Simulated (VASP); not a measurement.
# InP: GW quasiparticle gap

Wanted: how far GW moves the Kohn-Sham levels of InP. The cell is of the zinc-blende type, one of the forms listed for this formula. The start is a cell from a database of measured crystal structures.

Main program and level: VASP 6.6.1; LDA; plane waves and PAW (In_d_GW, P_GW), in the first sound run; inputs show where later runs differ.

The database entry behind the starting cell differs from later determinations by our own check (0.1 to 0.3 % short, probably kX units), so it need not match the best structure at ambient conditions.

### 1. The structure

It takes space group F-43m (No. 216, cubic). The conventional cell has a = 5.861 Å, b = 5.861 Å, c = 5.861 Å, α = 90.00°, β = 90.00°, γ = 90.00°. In has 4 P at 2.54 Å nearest. Nearest to P lie 4 In at 2.54 Å. Farther neighbours are not listed.

### 2. Ground state

The orbitals come from a self-consistent LDA run. EDIFF is tight for accurate orbitals, and a narrow smearing avoids fractional occupations.

INCAR reads:

```
SYSTEM = InP
PREC = Accurate
ENCUT = 300
EDIFF = 1E-08
NELM = 100
ISMEAR = 0
SIGMA = 0.01
LREAL = .FALSE.
ALGO = Normal
GGA = CA
NBANDS = 15
LORBIT = 11
LWAVE = .TRUE.
LCHARG = .FALSE.
KPAR = 4
```

POSCAR reads:

```
InP
1.0
    0.0000000000      2.9305000000      2.9305000000
    2.9305000000      0.0000000000      2.9305000000
    2.9305000000      2.9305000000      0.0000000000
In P
1 1
Direct
    0.0000000000      0.0000000000      0.0000000000
    0.7500000000      0.7500000000      0.7500000000
```

KPOINTS reads:

```
Automatic mesh
0
Gamma
5 5 5
0 0 0
```

Potentials, in the order of the species: In_d_GW and P_GW (LDA family, release 64).

Run with:

```
$ mpirun -np 4 vasp_std
```

Output:

```text
[banner, memory and clock lines left out]
running    4 mpi-ranks, on    1 nodes
 distrk:  each k-point on    1 cores,    4 groups
 distr:  one band on    1 cores,    1 groups

 POSCAR found type information on POSCAR InP
 POSCAR found :  2 types and       2 ions
 LDA part: xc-table for (Slater(with rela. corr.)+CA(PZ))
 , standard interpolation
 POSCAR, INCAR and KPOINTS ok, starting setup
 FFT: planning ... GRIDC
 FFT: planning ... GRID_SOFT
 FFT: planning ... GRID
 WAVECAR not read
 entering main loop
       N       E                     dE             d eps       ncg     rms          rms(c)
DAV:   1     0.100034565026E+03    0.10003E+03   -0.63173E+03   387   0.195E+03
DAV:   2    -0.205223266938E+01   -0.10209E+03   -0.94309E+02   492   0.451E+02
DAV:   3    -0.979998055686E+01   -0.77477E+01   -0.77140E+01   507   0.910E+01
DAV:   4    -0.100159063620E+02   -0.21593E+00   -0.21579E+00   432   0.181E+01
DAV:   5    -0.100305731546E+02   -0.14667E-01   -0.14666E-01   532   0.483E+00    0.623E+00
DAV:   6    -0.962607489668E+01    0.40450E+00   -0.61771E-01   507   0.302E+01    0.341E+00
DAV:   7    -0.958197483427E+01    0.44100E-01   -0.16168E-01   536   0.503E+00    0.135E+00
DAV:   8    -0.957657617602E+01    0.53987E-02   -0.11994E-02   481   0.388E+00    0.133E-01
DAV:   9    -0.957646005197E+01    0.11612E-03   -0.14361E-03   513   0.180E+00    0.439E-02
DAV:  10    -0.957647669087E+01   -0.16639E-04   -0.11045E-04   592   0.111E-01    0.173E-02
DAV:  11    -0.957648364420E+01   -0.69533E-05   -0.12712E-05   490   0.917E-02    0.115E-02
DAV:  12    -0.957648321945E+01    0.42475E-06   -0.85882E-07   514   0.232E-02    0.261E-03
DAV:  13    -0.957648324653E+01   -0.27076E-07   -0.65070E-08   428   0.540E-03    0.317E-04
DAV:  14    -0.957648325280E+01   -0.62682E-08   -0.42318E-09   346   0.146E-03
   1 F= -.95764833E+01 E0= -.95764833E+01  d E =-.285251E-55
 writing wavefunctions
```

Run time: 2 s. Hardware: 4 MPI ranks of Intel Xeon Platinum 8488C (Sapphire Rapids), shared host; peak memory 0.48 GiB.

Lines that name or quote the potential files are left out of all logs, and their timing lines are given in words.

OUTCAR, selected parts (step 2):

```text
ion  position               nearest neighbor table
   1  0.000  0.000  0.000-   2 2.54   2 2.54   2 2.54   2 2.54
   2  0.750  0.750  0.750-   1 2.54   1 2.54   1 2.54   1 2.54

  LATTYP: Found a face centered cubic cell.
 ALAT       =     5.8610000000

 Subroutine GETGRP returns: Found 24 space group operations
 (whereof 24 operations were pure point group operations)

The static configuration has the point symmetry T_d .

 Found     10 irreducible k-points:

   k-points           NKPTS =     10   k-points in BZ     NKDIM =     10   number of bands    NBANDS=     15

   dimension x,y,z NGX =    24 NGY =   24 NGZ =   24
   dimension x,y,z NGXF=    48 NGYF=   48 NGZF=   48

   ENCUT  =  300.0 eV  22.05 Ry    4.70 a.u.   5.85  5.85  5.85*2*pi/ulx,y,z

   NELECT =      18.0000    total number of electrons

 k-points in reciprocal lattice and weights: Automatic mesh
   0.00000000  0.00000000  0.00000000       0.008
   0.20000000  0.00000000  0.00000000       0.064
   0.40000000  0.00000000  0.00000000       0.064
   0.20000000  0.20000000  0.00000000       0.048
   0.40000000  0.20000000  0.00000000       0.192
  -0.40000000  0.20000000  0.00000000       0.192
  -0.20000000  0.20000000  0.00000000       0.096
   0.40000000  0.40000000  0.00000000       0.048
  -0.40000000  0.40000000  0.00000000       0.096
  -0.40000000  0.40000000  0.20000000       0.192

 average (electrostatic) potential at core
       1 -74.6080       2 -75.4826

 E-fermi :   3.8558

 k-point     1 :       0.0000    0.0000    0.0000
  band No.  band energies     occupation
    ...
      5     -10.2922      2.00000
      6      -7.8067      2.00000
      7       3.7467      2.00000
      8       3.7467      2.00000
      9       3.7467      2.00000
     10       4.2415      0.00000
     11       7.6889      0.00000
     12       7.6889      0.00000
     13       7.6889      0.00000
     14      12.0125      0.00000
    ...

 k-point     2 :       0.2000    0.0000    0.0000
  band No.  band energies     occupation
    ...
      5     -10.2909      2.00000
      6      -7.3573      2.00000
      7       0.9743      2.00000
      8       3.3295      2.00000
      9       3.3295      2.00000
     10       5.4009      0.00000
     11       8.2597      0.00000
     12       8.2597      0.00000
     13       8.3730      0.00000
     14      12.1997      0.00000
    ...

 k-point     3 :       0.4000    0.0000    0.0000
  band No.  band energies     occupation
    ...
      5     -10.2815      2.00000
      6      -6.3175      2.00000
      7      -1.6250      2.00000
      8       2.8258      2.00000
      9       2.8258      2.00000
     10       5.1161      0.00000
     11       8.4633      0.00000
     12       8.4633      0.00000
     13      10.3828      0.00000
     14      12.5227      0.00000
    ...

  Total       -0.4686119     -0.4686119     -0.4686119      0.0000000      0.0000000      0.0000000
  in kB      -14.9165630    -14.9165630    -14.9165630      0.0000000      0.0000000      0.0000000
  external PRESSURE =     -14.9165630 kB  Pullay stress =       0.0000000 kB

  energy-cutoff  :      300.00
  volume of cell :       50.33
      direct lattice vectors                 reciprocal lattice vectors
     0.000000000  2.930500000  2.930500000    -0.170619348  0.170619348  0.170619348
     2.930500000  0.000000000  2.930500000     0.170619348 -0.170619348  0.170619348
     2.930500000  2.930500000  0.000000000     0.170619348  0.170619348 -0.170619348

 POSITION                                       TOTAL-FORCE (eV/Angst)
 -----------------------------------------------------------------------------------
      0.00000      0.00000      0.00000         0.000000      0.000000      0.000000
      4.39575      4.39575      4.39575        -0.000000     -0.000000     -0.000000
 -----------------------------------------------------------------------------------
    total drift:                                0.000000      0.000000      0.000001

  FREE ENERGIE OF THE ION-ELECTRON SYSTEM (eV)
  ---------------------------------------------------
  free  energy   TOTEN  =        -9.5764832528 eV

  energy  without entropy=       -9.5764832528  energy(sigma->0) =       -9.57648325

 total charge
# of ion       s       p       d       f       tot
--------------------------------------------------
    1        0.797   0.725  10.070   0.020  11.613
    2        1.134   1.690   0.033   0.000   2.857
--------------------------------------------------
tot          1.931   2.416  10.104   0.020  14.470

[... 3 further parts left out ...]
```

The gap is read on the k-mesh alone, so it is an upper bound where the band edges lie off the mesh.

A gap read on the k-mesh alone can miss the band edges.

Numbers from this step:

| Item | Value |
| --- | --- |
| free energy (TOTEN) | -9.576 eV |
| Fermi energy | 3.856 eV |
| pressure | -1.492 GPa |
| gap on the k-mesh | 0.4948 eV |
| least direct gap on the k-mesh | 0.4948 eV |

The cell has a gap of 0.495 eV on this mesh. Spin-orbit coupling is left out, which can shift or reorder these edges.

### 3. Empty bands

The next step needs empty bands that the ground-state run didn't converge, so the Hamiltonian is diagonalised exactly for NBANDS bands, in a single step. LOPTICS writes the k-derivatives of the orbitals (WAVEDER), which give the long-wavelength limit of the screening.

INCAR reads:

```
SYSTEM = InP
PREC = Accurate
ENCUT = 300
ISMEAR = 0
SIGMA = 0.01
LREAL = .FALSE.
GGA = CA
NBANDS = 44
ALGO = Exact
NELM = 1
LWAVE = .TRUE.
LCHARG = .FALSE.
LOPTICS = .TRUE.
NEDOS = 1000
CSHIFT = 0.1
```

POSCAR is that of step 2.

KPOINTS is that of step 2.

Run with:

```
$ mpirun -np 4 vasp_std
```

Output:

```text
[banner, memory and clock lines left out]
running    4 mpi-ranks, on    1 nodes
 distrk:  each k-point on    4 cores,    1 groups
 distr:  one band on    1 cores,    4 groups

 POSCAR found type information on POSCAR InP
 POSCAR found :  2 types and       2 ions
 LDA part: xc-table for (Slater(with rela. corr.)+CA(PZ))
 , standard interpolation
 found WAVECAR, reading the header
  number of bands has changed, file:    15 present:    44
  trying to continue reading WAVECAR, but it might fail
 POSCAR, INCAR and KPOINTS ok, starting setup
 FFT: planning ... GRIDC
 FFT: planning ... GRID_SOFT
 FFT: planning ... GRID
 reading WAVECAR
 random initialization beyond band           15
 the WAVECAR file was read successfully
 initial charge from wavefunction
 entering main loop
       N       E                     dE             d eps       ncg     rms          rms(c)
DIA:   1    -0.957648325450E+01   -0.95765E+01    0.00000E+00     0   0.000E+00
   1 F= -.95764833E+01 E0= -.95764833E+01  d E =-.235723E-15
 writing wavefunctions
 optical routines
 imaginary and real dielectric function
 recalculating local potential from charge density
 direction            1
 direction            2
 direction            3
```

Wall time 2.8 s (4 MPI ranks); peak memory 0.53 GiB; 8.5 s of CPU time.

Parts of OUTCAR (step 3):

```text
The static configuration has the point symmetry T_d .

 Found     10 irreducible k-points:

   k-points           NKPTS =     10   k-points in BZ     NKDIM =     10   number of bands    NBANDS=     44

   NELECT =      18.0000    total number of electrons

 E-fermi :   3.7988

 k-point     1 :       0.0000    0.0000    0.0000
  band No.  band energies     occupation
    ...
      5     -10.2921      2.00000
      6      -7.8067      2.00000
      7       3.7467      2.00000
      8       3.7467      2.00000
      9       3.7467      2.00000
     10       4.2415      0.00000
     11       7.6888      0.00000
     12       7.6888      0.00000
     13       7.6888      0.00000
     14      12.0125      0.00000
    ...

 k-point     2 :       0.2000    0.0000    0.0000
  band No.  band energies     occupation
    ...
      5     -10.2909      2.00000
      6      -7.3573      2.00000
      7       0.9743      2.00000
      8       3.3295      2.00000
      9       3.3295      2.00000
     10       5.4009      0.00000
     11       8.2596      0.00000
     12       8.2596      0.00000
     13       8.3730      0.00000
     14      12.1997      0.00000
    ...

  Total       -0.4688148     -0.4688148     -0.4688148      0.0000000      0.0000000     -0.0000000
  in kB      -14.9230206    -14.9230206    -14.9230206      0.0000000      0.0000000     -0.0000000
  external PRESSURE =     -14.9230206 kB  Pullay stress =       0.0000000 kB

 POSITION                                       TOTAL-FORCE (eV/Angst)
 -----------------------------------------------------------------------------------
      0.00000      0.00000      0.00000        -0.000000     -0.000000      0.000000
      4.39575      4.39575      4.39575         0.000000      0.000000     -0.000000
 -----------------------------------------------------------------------------------
    total drift:                                0.000000      0.000000      0.000001

  FREE ENERGIE OF THE ION-ELECTRON SYSTEM (eV)
  ---------------------------------------------------
  free  energy   TOTEN  =        -9.5764832545 eV

  energy  without entropy=       -9.5764832545  energy(sigma->0) =       -9.57648325

 plasma frequency squared (from intraband transitions) (eV^2)
  --------------------------------------------------------------------------------------
       0.000      -0.000       0.000
      -0.000       0.000      -0.000
       0.000      -0.000       0.000

[... 11 parts as in an earlier step ...]

[... 1 further part left out ...]
```

WAVECAR now holds 44 bands for 18 electrons. Its independent-particle dielectric tensor has xx, yy, zz = 57.0, 57.0, 57.0 on this mesh, which isn't tested for convergence in mesh or bands and lacks local fields. A value this large is set by the few k points at the smallest gap, and it enters the screening of any GW step.

(Part 1 of 3 ends here.)

[Lines on the potential files, build, host, timing and source positions are cut from VASP's logs without a mark.]

[Logs are printed without paths, hosts, clocks, repeated set-up lines and the standing remarks that a program may print on its own settings, such as how far it seeks lower states.]

[Hosts, paths, dates, database ids (printed as entryN), source tags and the programs' standing remarks are cut or masked in the printed files.]

[Pressures printed for these runs are not shown converged in the cutoff: they can be off by several GPa and have the wrong sign.]
